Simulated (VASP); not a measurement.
# Pressure and energy of rutile-type PbO₂ (P4_2/mnm) against volume at the PBE + D4 level

Lead dioxide is the active material of the positive plate in a lead–acid battery, where grains are squeezed and released as the plate is charged and discharged. Relating such stresses to lattice strain requires the resistance of the crystal to a change of volume. The question here is how pressure and energy change when the PbO₂ cell is scaled evenly about its equilibrium volume. Seven static cells are calculated, from 13.61 to 15.35 Å³ per atom. Volume changes are counted from the minimum of the fitted energy curve, 14.50 Å³ per atom, and energies from the lowest of the seven points. Pressure comes from the stress tensor and is positive when the crystal is compressed.

## How the numbers were made

A cell from the Materials Project database, relaxed at this level and then scaled evenly, fractional positions kept. VASP 6.6.1, plane waves with PAW, PBE + D4, cutoff 520 eV, k mesh 4×4×6, no spin polarisation, no spin-orbit coupling, static lattice. A Birch-Murnaghan fit to the energies has its minimum at 14.50 Å³ per atom.

Notes on method and selection:

- The pressure is that of a finite plane-wave basis, so it need not vanish exactly at the minimum of the energy.
- Only series whose fit has its minimum inside the range and an error under 0.5 meV per atom are shown.
- Where rows or columns differ in functional or spin-orbit coupling, non-spherical gradient terms in the PAW spheres (LASPH) may be on in some and off in others.
- Runs that did not converge, have known faults or may not be shown are not listed, and runs on Ansatz's PAW sets soft_1 and soft_2 are kept to separate tables.

Columns:

- volume change (%): volume relative to the fitted equilibrium volume.
- pressure (GPa): pressure from the stress tensor (positive: compressed).
- energy (meV/atom): energy per atom above the lowest point of the series.

Input lines of one member:

```
PREC = Accurate
ENCUT = 520
EDIFF = 1E-06
NELM = 100
ISMEAR = 0
SIGMA = 0.05
LREAL = .FALSE.
ALGO = Normal
GGA = PE
IVDW = 13
NBANDS = 32
LORBIT = 11
KPAR = 2
ISIF = 2
```

Command (options for logging and memory left out): `mpirun -np 2 vasp_std`

## Computed values

| member | volume change (%) | pressure (GPa) | energy (meV/atom) |
| --- | --- | --- | --- |
| 13.61 Å³ | −6.11 | 9.58 | 25.4 |
| 13.90 Å³ | −4.12 | 5.97 | 11.0 |
| 14.19 Å³ | −2.12 | 2.78 | 2.8 |
| 14.48 Å³ | −0.12 | −0.06 | 0.0 |
| 14.77 Å³ | 1.88 | −2.54 | 2.0 |
| 15.06 Å³ | 3.87 | −4.75 | 8.3 |
| 15.35 Å³ | 5.87 | −6.65 | 18.2 |

Least-squares fits to the whole series, with x = volume change (%); R² and errors in the fitted variable (y, or ln y where the fit is in ln y):

| y | members | fit | R² | rms residual | leave-one-out rms | the same for the mean of the others |
| --- | --- | --- | --- | --- | --- | --- |
| pressure (GPa) | 7 | y = −0.2199 − 1.339 x + 0.04232 x² | 1.00 | 0.033 | 0.086 | 6.3 |
| energy (meV/atom) | 7 | y = −0.08152 − 0.3494 x + 0.6081 x² | 1.00 | 0.58 | 1.6 | 10 |

## Mechanism

Pressure falls at every step of expansion, from 9.58 to −6.65 GPa, while the energy rises on both sides of the 14.48 Å³ cell. The response is lopsided. Between the two smallest cells the pressure changes by (9.58 − 5.97) / (6.11 − 4.12) = 1.81 GPa per percent of volume, between the two largest by (6.65 − 4.75) / (5.87 − 3.87) = 0.95. The general reason is that repulsion between overlapping electron shells grows steeply as bonds shorten, whereas the attraction varies more gently. On the k mesh used the band gap stays open at all seven volumes, but that mesh is too coarse to settle the band filling. With denser sampling the gap of the 14.48 Å³ cell shrinks to a small fraction of its value, and with a dense mesh and broader smearing the cell comes out metallic. The other six cells were calculated on the coarse mesh only, where the gap narrows as the cell expands. A change of band filling along the curve is therefore not excluded.

A model with two parameters follows from four assumptions: the energy is a smooth function of volume along this path; its minimum lies at V₀ = 14.50 Å³ per atom; terms beyond the third power of the volume change are negligible; and the stress-tensor pressure equals the slope of the energy curve with its sign reversed.

1. Let x be the volume change in percent, so that V = V₀(1 + x/100) and dV = V₀ dx/100.

2. The pressure vanishes at x = 0, and its first two terms are

   P = −a x + b x².

3. Since P = −dE/dV, integration from the minimum gives

   E = (V₀/100) × (a x²/2 − b x³/3).

4. With 1 GPa Å³ = 6.24 meV, the prefactor is 14.50 × 6.24 / 100 = 0.905, which gives E in meV per atom for P in GPa.

The parameter a is the stiffness at the minimum, and B₀ = 100a is the bulk modulus for even scaling. The parameter b carries the lopsidedness. Applying B = −V dP/dV to step 2 gives the pressure derivative of the modulus, B₀′ = 200b/a − 1.

## The model against the table

The parameters are fixed on the energies of the two end members, 13.61 Å³ (x = −6.11, 25.4 meV/atom) and 15.35 Å³ (x = 5.87, 18.2 meV/atom). No pressure is used. The coefficients are 6.11² / 2 = 18.67, 6.11³ / 3 = 76.03, 5.87² / 2 = 17.23 and 5.87³ / 3 = 67.42. The right-hand sides are 25.4 / 0.905 = 28.07 and 18.2 / 0.905 = 20.11. The two conditions are then

18.67a + 76.03b = 28.07

17.23a − 67.42b = 20.11

with the solution

a = (28.07 × 67.42 + 76.03 × 20.11) / (18.67 × 67.42 + 76.03 × 17.23) = 1.332 GPa per percent

b = (17.23 × 28.07 − 18.67 × 20.11) / (18.67 × 67.42 + 76.03 × 17.23) = 0.0421 GPa per percent squared.

 Hence B₀ = 100 × 1.332 = 133 GPa and B₀′ = 200 × 0.0421 / 1.332 − 1 = 5.3.

Energies of three other members, in meV/atom:

- 13.90 Å³: 0.905 × (1.332 × 4.12² / 2 + 0.0421 × 4.12³ / 3) = 11.1; table 11.0.
- 14.77 Å³: 0.905 × (1.332 × 1.88² / 2 − 0.0421 × 1.88³ / 3) = 2.0; table 2.0.
- 15.06 Å³: 0.905 × (1.332 × 3.87² / 2 − 0.0421 × 3.87³ / 3) = 8.3; table 8.3.

Pressures of all seven members, in GPa:

- 13.61 Å³: 1.332 × 6.11 + 0.0421 × 6.11² = 9.71; table 9.58.
- 13.90 Å³: 1.332 × 4.12 + 0.0421 × 4.12² = 6.20; table 5.97.
- 14.19 Å³: 1.332 × 2.12 + 0.0421 × 2.12² = 3.01; table 2.78.
- 14.48 Å³: 1.332 × 0.12 + 0.0421 × 0.12² = 0.16; table −0.06.
- 14.77 Å³: −1.332 × 1.88 + 0.0421 × 1.88² = −2.36; table −2.54.
- 15.06 Å³: −1.332 × 3.87 + 0.0421 × 3.87² = −4.52; table −4.75.
- 15.35 Å³: −1.332 × 5.87 + 0.0421 × 5.87² = −6.37; table −6.65.

The energies are met to about 0.1 meV/atom. The pressures are missed by about 0.2 GPa, which is small beside the 6.3 GPa error of simply taking the mean of the other members.

## Outliers

Largest departures from the fit to the whole series:

| member | pressure (GPa) | fit | computed − fit | in rms residuals |
| --- | --- | --- | --- | --- |
| 14.77 Å³ | −2.54 | −2.59 | +0.05 | 1.4 |
| 13.90 Å³ | 5.97 | 6.02 | −0.05 | 1.4 |
| 13.61 Å³ | 9.58 | 9.54 | +0.04 | 1.2 |
| 14.19 Å³ | 2.78 | 2.81 | −0.03 | 0.9 |

The model pressures are too high in all seven cells. Computed minus model runs, from the smallest cell to the largest, 9.58 − 9.71 = −0.13, 5.97 − 6.20 = −0.23, 2.78 − 3.01 = −0.23, −0.06 − 0.16 = −0.22, −2.54 + 2.36 = −0.18, −4.75 + 4.52 = −0.23 and −6.65 + 6.37 = −0.28 GPa, with a mean of −0.21. The fourth assumption does not hold exactly. The likely reason is the finite basis: the stress is evaluated with a fixed set of plane waves, whereas at fixed cutoff a larger cell receives more of them. The added waves lower the energy and move its minimum outwards from where a fixed set would put it, so the stress-tensor pressure there is still slightly negative. The constant of the printed pressure fit, −0.2199 GPa, shows the same offset. In volume it amounts to only 0.21 / 1.332 = 0.16%. The k mesh also matters on this scale: denser meshes, run with other smearing, turn the stress-tensor pressure of the 14.48 Å³ cell from slightly negative to slightly positive, a shift smaller than the offset. How far the minimum of the energy would move with the mesh was not calculated.

The smaller drift between the end cells has the sign expected from the neglected cubic term in the pressure, which raises it under compression and lowers it under expansion.

Away from equilibrium, even scaling leaves residual forces on oxygen and a stress that is larger in magnitude along c than along a. These do not spoil the link between energy and mean pressure, because both belong to the same even scaling. They do mean that a crystal relaxed within the tetragonal symmetry would be softer, by an amount not calculated here. Whether the crystal would keep that symmetry is a separate question. A phonon calculation on the 14.48 Å³ cell, with a denser k mesh and broader smearing than the series, gives one zone-centre mode with an imaginary frequency, so at those settings the energy falls when the atoms move along it. The cell is a minimum against even scaling, but apparently not against every displacement of its atoms. Scaling at fixed fractional positions cannot reveal this, nor a change to the orthorhombic CaCl₂ type, which several rutile-type oxides undergo under pressure.

## Closing remarks

Between −6.11 and 5.87% in volume, the fitted V₀ and two parameters, all taken from energies alone, reproduce the energy curve, and the pressure curve up to a nearly constant offset. This result belongs to the rutile cell held in shape, with fixed fractional positions and on one k mesh. Given the unstable mode, B₀ = 133 GPa should not be taken as the modulus of a stable crystal, and under compression the real structure may depart from the one calculated. The size of that effect is not known from these cells. The offset is small beside the full pressure span of 9.58 + 6.65 = 16.23 GPa, and two further omissions can exceed it. Zero-point and thermal motion add a positive pressure, roughly the vibrational energy per volume times the Grüneisen parameter. With the classical energy 3kT, about 78 meV per atom at 300 K, this is 78 / (14.50 × 6.24) = 0.86 GPa for a parameter of 1 and twice that for a parameter of 2. This rough figure treats all vibrations as stable and harmonic, which does not hold for the unstable mode. PBE also tends to make oxides of heavy metals too large, and the D4 term need not remove the whole excess. Near the minimum, each percent of excess volume would make the computed pressure at a given absolute volume too high by about 1.3 GPa. Pressures are therefore better read against relative than absolute volume.

[Logs are printed without paths, hosts, clocks, repeated set-up lines and the standing remarks that a program may print on its own settings, such as how far it seeks lower states.]
